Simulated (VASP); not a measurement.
Method: SCAN meta-GGA, VASP's PBE PAW potentials (set 64) (plane waves; VASP 6.6.1).

VASP ran on this input.

POSCAR:
```
KF
1
    0.0000000000     2.6750000000     2.6750000000
    2.6750000000     0.0000000000     2.6750000000
    2.6750000000     2.6750000000     0.0000000000
K F
1 1
Direct
  0.0000000000   0.0000000000   0.0000000000
  0.5000000000   0.5000000000   0.5000000000
```

**INCAR**
```
SYSTEM = KF
PREC = Accurate
ENCUT = 520
EDIFF = 1E-6
NELM = 100
ALGO = Normal
LREAL = .FALSE.
LASPH = .TRUE.
ISMEAR = 0
SIGMA = 0.05
METAGGA = SCAN
LMIXTAU = .TRUE.
LWAVE = .FALSE.
LCHARG = .FALSE.
IBRION = 2
ISIF = 3
NSW = 60
EDIFFG = -0.01
```

KPOINTS:
```
Automatic mesh
0
Gamma
8 8 8
0 0 0
```

POTCAR, in this order: K_sv F (PBE.64 set). Program: vasp_std.

Output of the run:

File OSZICAR:
```
       N       E                     dE             d eps       ncg     rms          rms(c)
DAV:   1     0.102647385384E+03    0.10265E+03   -0.86539E+03   696   0.132E+03
DAV:   2    -0.186405756821E+02   -0.12129E+03   -0.11188E+03   924   0.345E+02
DAV:   3    -0.232928786302E+02   -0.46523E+01   -0.46318E+01   900   0.616E+01
DAV:   4    -0.234429325123E+02   -0.15005E+00   -0.14994E+00  1052   0.957E+00
DAV:   5    -0.234457617863E+02   -0.28293E-02   -0.28292E-02   876   0.126E+00    0.584E+00
DAV:   6    -0.182811631154E+02    0.51646E+01   -0.26688E+00   972   0.195E+01    0.246E+00
DAV:   7    -0.177616022014E+02    0.51956E+00   -0.10036E+00   856   0.133E+01    0.188E+00
DAV:   8    -0.185483402014E+02   -0.78674E+00   -0.45334E-01   808   0.101E+01    0.985E-01
DAV:   9    -0.173430845558E+02    0.12053E+01   -0.31701E-01   712   0.675E+00    0.903E-01
DAV:  10    -0.176501003694E+02   -0.30702E+00   -0.24747E-01   704   0.519E+00    0.176E-01
DAV:  11    -0.179454828866E+02   -0.29538E+00   -0.61702E-02   696   0.332E+00    0.425E-01
DAV:  12    -0.177240390846E+02    0.22144E+00   -0.38769E-02   704   0.289E+00    0.212E-01
DAV:  13    -0.176724711980E+02    0.51568E-01   -0.10532E-02   756   0.157E+00    0.252E-01
DAV:  14    -0.176833880225E+02   -0.10917E-01   -0.20750E-03   844   0.595E-01    0.176E-01
DAV:  15    -0.176881743574E+02   -0.47863E-02   -0.12174E-03   708   0.561E-01    0.158E-01
DAV:  16    -0.176900006432E+02   -0.18263E-02   -0.15952E-03   740   0.488E-01    0.569E-02
DAV:  17    -0.176905124224E+02   -0.51178E-03   -0.57536E-04   704   0.338E-01    0.112E-02
DAV:  18    -0.176905439581E+02   -0.31536E-04   -0.12431E-04   848   0.156E-01    0.116E-02
DAV:  19    -0.176905730907E+02   -0.29133E-04   -0.67039E-05   772   0.105E-01    0.410E-03
DAV:  20    -0.176905891663E+02   -0.16076E-04   -0.11700E-05   756   0.544E-02    0.219E-03
DAV:  21    -0.176905878483E+02    0.13180E-05   -0.21665E-06   736   0.225E-02    0.985E-04
DAV:  22    -0.176905882052E+02   -0.35689E-06   -0.16081E-07   548   0.655E-03
   1 F= -.17690588E+02 E0= -.17690588E+02  d E =-.176906E+02
       N       E                     dE             d eps       ncg     rms          rms(c)
DAV:   1    -0.177419656861E+02   -0.51378E-01   -0.10662E+00   716   0.129E+01    0.163E+00
DAV:   2    -0.176972698452E+02    0.44696E-01   -0.16313E-01   752   0.417E+00    0.433E-01
DAV:   3    -0.176900019422E+02    0.72679E-02   -0.10528E-02   764   0.145E+00    0.208E-01
DAV:   4    -0.176906036143E+02   -0.60167E-03   -0.89796E-03   884   0.133E+00    0.131E-01
DAV:   5    -0.176690438384E+02    0.21560E-01   -0.12305E-02   704   0.165E+00    0.675E-02
DAV:   6    -0.176928735447E+02   -0.23830E-01   -0.11841E-02   700   0.157E+00    0.334E-02
DAV:   7    -0.176931442158E+02   -0.27067E-03   -0.27565E-04   828   0.225E-01    0.105E-02
DAV:   8    -0.176935926600E+02   -0.44844E-03   -0.83295E-05   900   0.135E-01    0.660E-03
DAV:   9    -0.176938461828E+02   -0.25352E-03   -0.19429E-04   720   0.213E-01    0.720E-03
DAV:  10    -0.176939290361E+02   -0.82853E-04   -0.19876E-05   764   0.661E-02    0.472E-03
DAV:  11    -0.176939273801E+02    0.16560E-05   -0.11539E-06   656   0.153E-02    0.291E-03
DAV:  12    -0.176939236978E+02    0.36823E-05   -0.17076E-06   512   0.187E-02    0.205E-03
DAV:  13    -0.176939250936E+02   -0.13958E-05   -0.12147E-06   496   0.161E-02    0.137E-03
DAV:  14    -0.176939254350E+02   -0.34144E-06   -0.12286E-07   384   0.408E-03
   2 F= -.17693925E+02 E0= -.17693925E+02  d E =-.333723E-02
       N       E                     dE             d eps       ncg     rms          rms(c)
DAV:   1    -0.177115722428E+02   -0.17647E-01   -0.37771E-01   708   0.765E+00    0.971E-01
DAV:   2    -0.176956284275E+02    0.15944E-01   -0.58033E-02   756   0.249E+00    0.257E-01
DAV:   3    -0.176932190277E+02    0.24094E-02   -0.38825E-03   764   0.905E-01    0.125E-01
DAV:   4    -0.176932320425E+02   -0.13015E-04   -0.36667E-03   832   0.888E-01    0.800E-02
DAV:   5    -0.176811626550E+02    0.12069E-01   -0.74428E-03   704   0.133E+00    0.402E-02
DAV:   6    -0.176942926094E+02   -0.13130E-01   -0.65118E-03   696   0.119E+00    0.187E-02
DAV:   7    -0.176940721346E+02    0.22047E-03   -0.91463E-05   940   0.134E-01    0.860E-03
DAV:   8    -0.176944286740E+02   -0.35654E-03   -0.54760E-05   736   0.114E-01    0.402E-03
DAV:   9    -0.176945086142E+02   -0.79940E-04   -0.80875E-05   716   0.137E-01    0.494E-03
DAV:  10    -0.176945346546E+02   -0.26040E-04   -0.85584E-06   768   0.378E-02    0.254E-03
DAV:  11    -0.176945336145E+02    0.10400E-05   -0.40140E-07   644   0.835E-03    0.172E-03
DAV:  12    -0.176945349980E+02   -0.13834E-05   -0.44023E-07   504   0.865E-03    0.177E-03
DAV:  13    -0.176945325212E+02    0.24768E-05   -0.80510E-07   492   0.116E-02    0.687E-04
DAV:  14    -0.176945325876E+02   -0.66339E-07   -0.96992E-08   396   0.319E-03
   3 F= -.17694533E+02 E0= -.17694533E+02  d E =-.394438E-02
```

File OUTCAR:
```
------------------------ aborting loop because EDIFF is reached ----------------------------------------
  FORCE on cell =-STRESS in cart. coord.  units (eV):
  Direction    XX          YY          ZZ          XY          YZ          ZX
  --------------------------------------------------------------------------------------
  Total       -0.0075390     -0.0075390     -0.0075390      0.0000000      0.0000000      0.0000000
  in kB       -0.3249519     -0.3249519     -0.3249519      0.0000000      0.0000000      0.0000000
  external PRESSURE =      -0.3249519 kB  Pullay stress =       0.0000000 kB
  volume of cell :       37.17
      direct lattice vectors                 reciprocal lattice vectors
     0.000000000  2.648860838  2.648860838    -0.188760388  0.188760388  0.188760388
     2.648860838 -0.000000000  2.648860838     0.188760388 -0.188760388  0.188760388
     2.648860838  2.648860838  0.000000000     0.188760388  0.188760388 -0.188760388
  FREE ENERGIE OF THE ION-ELECTRON SYSTEM (eV)
  ---------------------------------------------------
  free  energy   TOTEN  =       -17.6945325876 eV

  energy  without entropy=      -17.6945325876  energy(sigma->0) =      -17.69453259

 reached required accuracy - stopping structural energy minimisation
```
(Selected blocks of OUTCAR.)

### CONTCAR
```
KF
   1.00000000000000
     0.0000000000000000    2.6488608377006555    2.6488608377006555
     2.6488608377006555   -0.0000000000000000    2.6488608377006555
     2.6488608377006555    2.6488608377006555    0.0000000000000000
  K               F
     1     1
Direct
     0.0000000000000000    0.0000000000000000    0.0000000000000000
     0.5000000000000000    0.5000000000000000    0.5000000000000000
```

Energy and stress use the plane-wave basis of the starting cell.

The compound is KF in the rock salt structure. This run relaxes it. Symmetry was kept, so distortions that lower it aren't found.
